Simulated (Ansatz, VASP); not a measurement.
# GaN: VASP beside Ansatz

Wanted: the spread between two codes on one cell, functional and k mesh. The cell is taken from a series of runs on this material, whose earlier steps may have relaxed, scaled, displaced or heated it; both programs get it as it stands.

Calculated with Ansatz 0.2.0; plane waves, with VASP 6.6.1 beside it; G0W0 gap at LDA.

### Step 1. Starting point

It takes space group I-4m2 (No. 119, tetragonal). The conventional cell has a = 3.155 Å, b = 3.155 Å, c = 4.551 Å, α = 90.00°, β = 90.00°, γ = 90.00°. Ga has 4 N at 1.94 Å nearest. N has 4 Ga at 1.94 Å nearest. Farther neighbours and most contacts between anions are not listed.

Structure file:

```xyz
2
Lattice="0.0000 2.2310 2.2754 2.2310 0.0000 2.2754 2.2310 2.2310 0.0000" Properties=species:S:1:pos:R:3 pbc="T T T"
Ga    0.0000    0.0000    0.0000
N     1.1155    1.1155    1.1377
```

### Step 2. VASP: G0W0 gap, LDA

Quasiparticle shifts depend on high empty states and on the cores, so they are the hardest test of two PAW sets.

Lines of VASP's logs that name or quote its potential files are left out, and so is its time.

The run reads the wave functions of an earlier VASP run, which isn't shown here.

Input file INCAR:

```
SYSTEM = GaN
PREC = Accurate
ENCUT = 450
ISMEAR = 0
SIGMA = 0.01
LREAL = .FALSE.
GGA = CA
NBANDS = 128
ALGO = EVGW0
NELMGW = 1
ENCUTGW = 160
NOMEGA = 64
PRECFOCK = Fast
NBANDSGW = 32
LWAVE = .FALSE.
LCHARG = .FALSE.
```

Input file POSCAR:

```
GaN
1.0
    0.0000000000      2.2309656039      2.2754381393
    2.2309656039      0.0000000000      2.2754381393
    2.2309656039      2.2309656039      0.0000000000
Ga N
1 1
Direct
    0.0000000000      0.0000000000      0.0000000000
    0.2500000000      0.2500000000      0.2500000000
```

Input file KPOINTS:

```
Automatic mesh
0
Gamma
8 8 8
0 0 0
```

Potentials, in the order of the species: Ga_d_GW and N_GW (LDA family, release 64).

Command:

```console
$ mpirun -np 16 vasp_std
```

Numbers of over 12 decimals in the logs are rounded to 6 here.

What it wrote:

```text
[banner, memory and clock lines left out]
running   16 mpi-ranks, on    1 nodes
 distrk:  each k-point on   16 cores,    1 groups
 distr:  one band on    1 cores,   16 groups

 POSCAR found type information on POSCAR GaN
 POSCAR found :  2 types and       2 ions
|                                                                             |
|           W    W    AA    RRRRR   N    N  II  N    N   GGGG   !!!           |
|           W    W   A  A   R    R  NN   N  II  NN   N  G    G  !!!           |
|           W    W  A    A  R    R  N N  N  II  N N  N  G       !!!           |
|           W WW W  AAAAAA  RRRRR   N  N N  II  N  N N  G  GGG   !            |
|           WW  WW  A    A  R   R   N   NN  II  N   NN  G    G                |
|           W    W  A    A  R    R  N    N  II  N    N   GGGG   !!!           |
|                                                                             |
|     For optimal performance we recommend to set                             |
|       NCORE = 2 up to number-of-cores-per-socket                            |
|     NCORE specifies how many cores store one orbital (NPAR=cpu/NCORE).      |
|     This setting can greatly improve the performance of VASP for DFT.       |
|     The default, NCORE=1 might be grossly inefficient on modern             |
|     multi-core architectures or massively parallel machines. Do your        |
|     Unfortunately you need to use the default for GW and RPA                |
|     calculations (for HF NCORE is supported but not extensively tested      |
|     yet).                                                                   |
|                                                                             |

|                                                                             |
|           W    W    AA    RRRRR   N    N  II  N    N   GGGG   !!!           |
|           W    W   A  A   R    R  NN   N  II  NN   N  G    G  !!!           |
|           W    W  A    A  R    R  N N  N  II  N N  N  G       !!!           |
|           W WW W  AAAAAA  RRRRR   N  N N  II  N  N N  G  GGG   !            |
|           WW  WW  A    A  R   R   N   NN  II  N   NN  G    G                |
|           W    W  A    A  R    R  N    N  II  N    N   GGGG   !!!           |
|                                                                             |
|     The default for ENCUTGWSOFT is different in this version of VASP.       |
|     please manually set ENCUTGWSOFT =160 in the INCAR file.                 |
|                                                                             |

 LDA part: xc-table for (Slater(with rela. corr.)+CA(PZ))
 , standard interpolation
 found WAVECAR, reading the header
 POSCAR, INCAR and KPOINTS ok, starting setup
 FFT: planning ... GRIDC
 FFT: planning ... GRID_SOFT
 FFT: planning ... GRID
 reading WAVECAR
 the WAVECAR file was read successfully
 initial charge from wavefunction
 available memory per node:     53.86 GB, setting MAXMEM to     55150

 The Fermi energy was updated, please check that it is located mid-gap
 values below the HOMO (VB) or above the LUMO (CB) will cause erroneous energies
 E-fermi :   5.8659

 calculate exact exchange contribution
 the WAVEDER file was read successfully
energies w=
    0.000    0.000    0.509    0.000    1.017    0.000    1.523    0.000
    2.025    0.000    2.523    0.000    3.016    0.000    3.503    0.000
    3.984    0.000    4.459    0.000    4.927    0.000    5.389    0.000
    5.844    0.000    6.293    0.000    6.737    0.000    7.175    0.000
    7.609    0.000    8.038    0.000    8.465    0.000    8.889    0.000
    9.312    0.000    9.734    0.000   10.157    0.000   10.580    0.000
   11.006    0.000   11.435    0.000   11.869    0.000   12.309    0.000
   12.756    0.000   13.212    0.000   13.678    0.000   14.156    0.000
   14.648    0.000   15.156    0.000   15.682    0.000   16.230    0.000
   16.801    0.000   17.399    0.000   18.030    0.000   18.695    0.000
   19.401    0.000   20.155    0.000   20.961    0.000   21.829    0.000
   22.770    0.000   23.794    0.000   24.915    0.000   26.152    0.000
   27.526    0.000   29.064    0.000   30.799    0.000   32.777    0.000
   35.054    0.000   37.707    0.000   40.838    0.000   44.593    0.000
   49.179    0.000   54.906    0.000   62.254    0.000   72.016    0.000
   85.600    0.000  105.758    0.000  138.715    0.000  202.153    0.000
 responsefunction array rank=     128
 LDA part: xc-table for (Slater(with rela. corr.)+CA(PZ))
 , standard interpolation

 min. memory requirement per mpi rank    441.9 MB, per node   7070.2 MB

[...]
performed      49612000 updates of chi_q(r,r)
 total number of BLAS operations       4365.05 Gflops
NQ=  16   -0.3750    0.2500    0.0000,
|.........|.........|.........|.........|.........|.........|.........|.........
 performed      53428000 updates of chi_q(r,r)
 total number of BLAS operations       4676.51 Gflops
NQ=  17   -0.2500    0.2500    0.0000,
|.........|.........|.........|.........|.........|.........|.........|.........
 performed      56326000 updates of chi_q(r,r)
 total number of BLAS operations       4922.55 Gflops
NQ=  18    0.3750    0.3750    0.0000,
|.........|.........|.........|.........|.........|.........|.........|.........
 performed      58364000 updates of chi_q(r,r)
[...]
|.........|.........|.........|.........|.........|.........|.........|.........
 performed     115069000 updates of chi_q(r,r)
 total number of BLAS operations      10068.14 Gflops
NQ=  32   -0.2500    0.2500    0.1250,
|.........|.........|.........|.........|.........|.........|.........|.........
 performed     120360000 updates of chi_q(r,r)
 total number of BLAS operations      10517.19 Gflops
NQ=  33   -0.1250    0.2500    0.1250,
|.........|.........|.........|.........|.........|.........|.........|.........
 performed     124209000 updates of chi_q(r,r)
 total number of BLAS operations      10850.26 Gflops
NQ=  34    0.5000    0.3750    0.1250,
|.........|.........|.........|.........|.........|.........|.........|.........
 performed     128451000 updates of chi_q(r,r)
 total number of BLAS operations      11203.36 Gflops
NQ=  35   -0.3750    0.3750    0.1250,
|.........|.........|.........|.........|.........|.........|.........|.........
 performed     133742000 updates of chi_q(r,r)
 total number of BLAS operations      11670.03 Gflops
NQ=  36   -0.2500    0.3750    0.1250,
|.........|.........|.........|.........|.........|.........|.........|.........
 performed     137591000 updates of chi_q(r,r)
 total number of BLAS operations      11990.41 Gflops
NQ=  37   -0.3750    0.5000    0.1250,
|.........|.........|.........|.........|.........|.........|.........|.........
 performed     140481000 updates of chi_q(r,r)
 total number of BLAS operations      12240.54 Gflops
NQ=  38    0.2500    0.0000    0.2500,
|.........|.........|.........|.........|.........|.........|.........|.........
 performed     143371000 updates of chi_q(r,r)
 total number of BLAS operations      12476.45 Gflops
NQ=  39    0.3750    0.0000    0.2500,
|.........|.........|.........|.........|.........|.........|.........|.........
 performed     148662000 updates of chi_q(r,r)
 total number of BLAS operations      12925.51 Gflops
NQ=  40    0.5000    0.0000    0.2500,
|.........|.........|.........|.........|.........|.........|.........|.........
 performed     153953000 updates of chi_q(r,r)
 total number of BLAS operations      13401.11 Gflops
NQ=  41   -0.3750    0.0000    0.2500,
|.........|.........|.........|.........|.........|.........|.........|.........
 performed     159244000 updates of chi_q(r,r)
 total number of BLAS operations      13850.16 Gflops
NQ=  42   -0.2500    0.0000    0.2500,
|.........|.........|.........|.........|.........|.........|.........|.........
 performed     163486000 updates of chi_q(r,r)
 total number of BLAS operations      14196.38 Gflops
NQ=  43    0.3750    0.1250    0.2500,
|.........|.........|.........|.........|.........|.........|.........|.........
 performed     167728000 updates of chi_q(r,r)
 total number of BLAS operations      14549.49 Gflops
NQ=  44    0.5000    0.1250    0.2500,
|.........|.........|.........|.........|.........|.........|.........|.........
 performed     173019000 updates of chi_q(r,r)
 total number of BLAS operations      14998.54 Gflops
NQ=  45   -0.3750    0.1250    0.2500,
|.........|.........|.........|.........|.........|.........|.........|.........
 performed     177261000 updates of chi_q(r,r)
 total number of BLAS operations      15365.63 Gflops
NQ=  46   -0.3750    0.3750    0.2500,
|.........|.........|.........|.........|.........|.........|.........|.........
 performed     181503000 updates of chi_q(r,r)
 total number of BLAS operations      15732.72 Gflops
NQ=  47   -0.2500    0.3750    0.2500,
|.........|.........|.........|.........|.........|.........|.........|.........
 performed     186794000 updates of chi_q(r,r)
 total number of BLAS operations      16199.39 Gflops
NQ=  48   -0.1250    0.3750    0.2500,
|.........|.........|.........|.........|.........|.........|.........|.........
 performed     190643000 updates of chi_q(r,r)
 total number of BLAS operations      16532.46 Gflops
NQ=  49   -0.2500    0.5000    0.2500,
|.........|.........|.........|.........|.........|.........|.........|.........
 performed     193533000 updates of chi_q(r,r)
 total number of BLAS operations      16773.06 Gflops
NQ=  50    0.3750    0.0000    0.3750,
|.........|.........|.........|.........|.........|.........|.........|.........
 performed     196423000 updates of chi_q(r,r)
 total number of BLAS operations      17042.80 Gflops
NQ=  51    0.5000   -0.0000    0.3750,
|.........|.........|.........|.........|.........|.........|.........|.........
 performed     201714000 updates of chi_q(r,r)
 total number of BLAS operations      17518.40 Gflops
NQ=  52   -0.3750    0.0000    0.3750,
|.........|.........|.........|.........|.........|.........|.........|.........
 performed     205956000 updates of chi_q(r,r)
 total number of BLAS operations      17871.50 Gflops
NQ=  53    0.5000    0.1250    0.3750,
|.........|.........|.........|.........|.........|.........|.........|.........
 performed     210198000 updates of chi_q(r,r)
 total number of BLAS operations      18231.57 Gflops
NQ=  54   -0.3750    0.1250    0.3750,
|.........|.........|.........|.........|.........|.........|.........|.........
 performed     215489000 updates of chi_q(r,r)
 total number of BLAS operations      18698.23 Gflops
NQ=  55   -0.2500    0.1250    0.3750,
|.........|.........|.........|.........|.........|.........|.........|.........
 performed     219731000 updates of chi_q(r,r)
 total number of BLAS operations      19086.81 Gflops
NQ=  56   -0.1250    0.5000    0.3750,
|.........|.........|.........|.........|.........|.........|.........|.........
 performed     222621000 updates of chi_q(r,r)
 total number of BLAS operations      19336.94 Gflops
NQ=  57    0.5000    0.0000    0.5000,
|.........|.........|.........|.........|.........|.........|.........|.........
 performed     224667000 updates of chi_q(r,r)
 total number of BLAS operations      19527.95 Gflops
NQ=  58   -0.3750    0.1250    0.5000,
|.........|.........|.........|.........|.........|.........|.........|.........
 performed     227402000 updates of chi_q(r,r)
 total number of BLAS operations      19764.61 Gflops
NQ=  59   -0.2500    0.2500    0.5000,
|.........|.........|.........|.........|.........|.........|.........|.........
 performed     229334000 updates of chi_q(r,r)
 total number of BLAS operations      19944.91 Gflops
 resolving degeneracies of screened two electron integrals

 calculate QP shifts <psi_nk| G(iteration)W_0 |psi_nk>: iteration 1
 entering main loop
```

OUTCAR, selected parts (step 2):

```text
ion  position               nearest neighbor table
   1  0.000  0.000  0.000-   2 1.94   2 1.94   2 1.94   2 1.94
   2  0.250  0.250  0.250-   1 1.94   1 1.94   1 1.94   1 1.94

  LATTYP: Found a body centered tetragonal cell.
 ALAT       =     3.1550618142
 C/A-ratio  =     1.4424047916

 Subroutine GETGRP returns: Found  8 space group operations
 (whereof  8 operations were pure point group operations)

The static configuration has the point symmetry D_2d.

 Found     59 irreducible k-points:

   k-points           NKPTS =     59   k-points in BZ     NKDIM =    512   number of bands    NBANDS=    128

   dimension x,y,z NGX =    24 NGY =   24 NGZ =   24
   dimension x,y,z NGXF=    48 NGYF=   48 NGZF=   48

   ENCUT  =  450.0 eV  33.07 Ry    5.75 a.u.   5.51  5.51  5.46*2*pi/ulx,y,z

   NELECT =      18.0000    total number of electrons

  energy-cutoff  :      450.00
  volume of cell :       22.65
      direct lattice vectors                 reciprocal lattice vectors
     0.000000000  2.230965604  2.275438139    -0.224118202  0.224118202  0.219737901
     2.230965604  0.000000000  2.275438139     0.224118202 -0.224118202  0.219737901
     2.230965604  2.230965604  0.000000000     0.224118202  0.224118202 -0.219737901

 k-points in reciprocal lattice and weights: Automatic mesh
   0.00000000  0.00000000  0.00000000       0.002
   0.12500000  0.00000000  0.00000000       0.016
   0.25000000  0.00000000  0.00000000       0.016
   0.37500000  0.00000000  0.00000000       0.016
   0.50000000  0.00000000  0.00000000       0.008
   0.12500000  0.12500000  0.00000000       0.004
   0.25000000  0.12500000  0.00000000       0.016
   0.37500000  0.12500000  0.00000000       0.016
   0.50000000  0.12500000  0.00000000       0.016
[...]
-0.37500000  0.12500000  0.50000000       0.008
  -0.25000000  0.25000000  0.50000000       0.004

 E-fermi :   5.8659

 QP shifts <psi_nk| G(iteration)W_0 |psi_nk>: iteration 1
 for sc-GW calculations column KS-energies equals QP-energies in previous step
 and V_xc(KS)=  KS-energies - (<T + V_ion + V_H > + <T+V_H+V_ion>^1  + <V_x>^1)
 k-point   1 :       0.0000    0.0000    0.0000
  band No.  KS-energies  QP-energies   sigma(KS)   V_xc(KS)     V^pw_x(r,r')   Z            occupation Imag(sigma)
    ...
      6      -8.3462     -11.1629     -25.7927     -21.9670     -35.1421       0.7362       2.0000       0.1161
      7       4.8773       4.3962     -18.5309     -17.9045     -21.2585       0.7681       2.0000       0.0549
      8       4.9740       4.4975     -18.5378     -17.9173     -21.2747       0.7679       2.0000       0.0549
      9       4.9740       4.4975     -18.5378     -17.9173     -21.2747       0.7679       2.0000       0.0549
     10       6.7578       7.4721     -12.8231     -13.7155      -9.3039       0.8005       0.0000      -0.0337
     11      15.1022      16.1405     -10.6772     -11.9826      -5.4392       0.7954       0.0000      -0.0725
     12      15.1022      16.1405     -10.6772     -11.9826      -5.4392       0.7954       0.0000      -0.0725
     13      15.1563      16.1974     -10.7053     -12.0129      -5.4777       0.7961       0.0000      -0.0709
    ...

 k-point   2 :       0.1250    0.0000    0.0000
  band No.  KS-energies  QP-energies   sigma(KS)   V_xc(KS)     V^pw_x(r,r')   Z            occupation Imag(sigma)
    ...
      6      -8.3479     -11.1610     -25.7863     -21.9622     -35.1367       0.7356       2.0000       0.1167
      7       3.4241       2.8523     -17.2512     -16.5035     -20.0053       0.7648       2.0000       0.0580
      8       4.7378       4.2400     -18.3862     -17.7371     -21.1552       0.7671       2.0000       0.0556
      9       4.8165       4.3241     -18.3991     -17.7571     -21.1719       0.7671       2.0000       0.0556
     10       7.8735       8.6482     -13.5939     -14.5741     -10.0713       0.7903       0.0000      -0.0324
     11      14.4069      15.4760     -10.9479     -12.2961      -5.7674       0.7930       0.0000      -0.0704
     12      15.3640      16.4131     -10.8157     -12.1420      -5.4920       0.7910       0.0000      -0.0810
     13      15.3662      16.4155     -10.8337     -12.1595      -5.5230       0.7915       0.0000      -0.0793
    ...

 k-point   3 :       0.2500    0.0000    0.0000
  band No.  KS-energies  QP-energies   sigma(KS)   V_xc(KS)     V^pw_x(r,r')   Z            occupation Imag(sigma)
    ...
      6      -8.2718     -10.7103     -23.8095     -20.4701     -32.7563       0.7302       2.0000       0.2840
      7       1.0585       0.3083     -16.4575     -15.4510     -20.0286       0.7454       2.0000       0.0920
      8       4.3556       3.8221     -18.0958     -17.3990     -20.9453       0.7655       2.0000       0.0573
      9       4.4661       3.9422     -18.1230     -17.4387     -20.9707       0.7656       2.0000       0.0572
     10       9.0270       9.9387     -12.8920     -14.0451      -8.7450       0.7906       0.0000      -0.0405
     11      13.6040      14.7014     -11.9338     -13.3471      -6.7352       0.7764       0.0000      -0.0761
     12      15.5265      16.5472     -10.9222     -12.2192      -5.5691       0.7870       0.0000      -0.0928
     13      15.6632      16.6942     -10.9337     -12.2460      -5.5327       0.7857       0.0000      -0.0976
    ...

 k-point   4 :       0.3750    0.0000    0.0000
  band No.  KS-energies  QP-energies   sigma(KS)   V_xc(KS)     V^pw_x(r,r')   Z            occupation Imag(sigma)
    ...
      6      -7.5151      -9.6444     -22.4561     -19.5385     -30.9302       0.7298       2.0000       0.3899
      7      -1.1633      -1.9365     -15.3425     -14.2743     -19.5229       0.7238       2.0000       0.1652
      8       4.0108       3.4510     -17.8573     -17.1254     -20.7698       0.7648       2.0000       0.0589
      9       4.1511       3.6044     -17.8999     -17.1844     -20.8067       0.7641       2.0000       0.0587
     10       9.4865      10.4404     -12.0627     -13.2556      -7.7201       0.7996       0.0000      -0.0431
     11      13.5065      14.5895     -12.9036     -14.3418      -7.4672       0.7530       0.0000      -0.0931
     12      15.2464      16.2062     -10.8042     -12.0181      -5.5873       0.7906       0.0000      -0.0920
     13      15.4968      16.4694     -10.8150     -12.0478      -5.5311       0.7889       0.0000      -0.0995
    ...

[... 4 further parts left out ...]
```

(Part 1 of 2 ends here.)

[Lines on the potential files, build, host, timing and source positions are cut from VASP's logs without a mark.]

[Logs are printed without paths, hosts, clocks, repeated set-up lines and the standing remarks that a program may print on its own settings, such as how far it seeks lower states.]

[Hosts, paths, dates, database ids (printed as entryN), source tags and the programs' standing remarks are cut or masked in the printed files.]
